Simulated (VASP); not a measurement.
Here is the system:

```
CELL_PARAMETERS angstrom
      4.89596     0.00000     0.00000
      0.00000     4.89596     0.00000
      0.00000     0.00000    24.42127
ATOMIC_POSITIONS crystal
  Ba 0.50000 0.00000 0.34964
  Ba 0.00000 0.50000 0.44988
  Ba 0.50000 0.00000 0.55012
  Ba 0.00000 0.50000 0.65036
```

Method: PBEsol GGA, VASP's PBE PAW potentials (set 64) (plane waves; VASP 6.6.1). Numerical set-up: PREC = Normal, EDIFF = 1E-5, 400 eV cut-off, 6×6×1 Γ-centred mesh, first-order Methfessel-Paxton smearing of 0.10 eV, potentials Ba_sv.

Task: The ions are relaxed. Which structure does the run end with?

Result: 
```
CELL_PARAMETERS angstrom
      4.89596     0.00000     0.00000
      0.00000     4.89596     0.00000
      0.00000     0.00000    24.42127
ATOMIC_POSITIONS crystal
  Ba 0.50000 0.00000 0.34808
  Ba 0.00000 0.50000 0.45405
  Ba 0.50000 0.00000 0.54595
  Ba 0.00000 0.50000 0.65192
```

Task: How much energy does the relaxation gain?

Result: The energy (σ→0) changes by -7.2 meV/atom, in 5 ionic steps.

```
step  E(σ→0) (eV)  max force (eV/Å)  pressure (GPa)  volume (Å³)
----  -----------  ----------------  --------------  -----------
1         -7.4545             0.242           -0.19       585.39
2         -7.4606             0.216           -0.20       585.39
3         -7.4744             0.140           -0.22       585.39
4         -7.4825             0.039           -0.25       585.39
5         -7.4831             0.022           -0.24       585.39
```

The cell is a thin slab with vacuum, built from Ba (bcc): (100) face.
